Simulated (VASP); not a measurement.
An input for Ansatz (written as the equivalent of a VASP run, and not itself run):

Ansatz 0.2 input:
```yaml
crystal:
  lattice:
    - [4.0474200, 0.0000000, 0.0000000]
    - [0.0000000, 4.0474200, 0.0000000]
    - [0.0000000, 0.0000000, 4.0474200]
  atoms:
    - { symbol: K, position: [-0.0105810, 0.0176820, -0.0224880] }
    - { symbol: Zn, position: [0.5005220, 0.4794250, 0.5231750] }
    - { symbol: F, position: [0.0101170, 0.5117630, 0.4891570] }
    - { symbol: F, position: [0.4857200, -0.0020780, 0.4945660] }
    - { symbol: F, position: [0.5142210, 0.4932090, 0.0155900] }
kpoints:
  mp_grid: { grid: [4, 4, 4] }
hamiltonian:
  xc: pbe
  pseudopotentials: { kind: paw }
scf:
  occupations: { method: gaussian, width: 0.01 }
  max_iter: 100
relax:
  max_steps: 50
  f_tol: 0.01
  cell: {}
output: { forces: true, stress: true, eigenvalues: true }
```

Translate this input to VASP (INCAR, KPOINTS, POSCAR, choice of POTCAR).

Several could match; the one computed here: 
### INCAR
```
# general
SYSTEM =KZnF3
PREC   =Accurate
ENCUT  =400
LREAL  =F
LASPH  =T

# electronic loop
EDIFF  =1E-6
NELM   =100
ALGO   =Normal
LMAXMIX=4

# smearing
ISMEAR =0
SIGMA  =0.01

# functional
GGA    =PE

# ions
IBRION =2
NSW    =50
ISIF   =3
EDIFFG =-0.01

# output
LWAVE  =F
LCHARG =F
```

**POSCAR**
```
KZnF3
1
    4.0474200000     0.0000000000     0.0000000000
    0.0000000000     4.0474200000     0.0000000000
    0.0000000000     0.0000000000     4.0474200000
K Zn F
1 1 3
Direct
 -0.0105810000   0.0176820000  -0.0224880000
  0.5005220000   0.4794250000   0.5231750000
  0.0101170000   0.5117630000   0.4891570000
  0.4857200000  -0.0020780000   0.4945660000
  0.5142210000   0.4932090000   0.0155900000
```

### KPOINTS
```
Automatic mesh
0
Gamma
4 4 4
0 0 0
```

POTCAR, in this order: K_sv Zn F (PBE.64 set). Program: vasp_std.

The two are equivalent in intent, not identical: each code has its own PAW files, so the cut-off isn't converted (ENCUT is set for VASP's; basis.ecutwfc is left out, and Ansatz then takes the one that its files recommend); Ansatz stops its SCF on the density residual and VASP on the energy change (EDIFF).

The structure comes from a computed database's KZnF3 entry; how it stands against other phases isn't given here. In the starting cell atoms are displaced from their ideal sites. This run relaxes it. The run is one of a series of settings (EDIFFG = -0.01, IBRION = 2, ISIF = 3, NSW = 50 against the base run), some of them coarse on purpose.
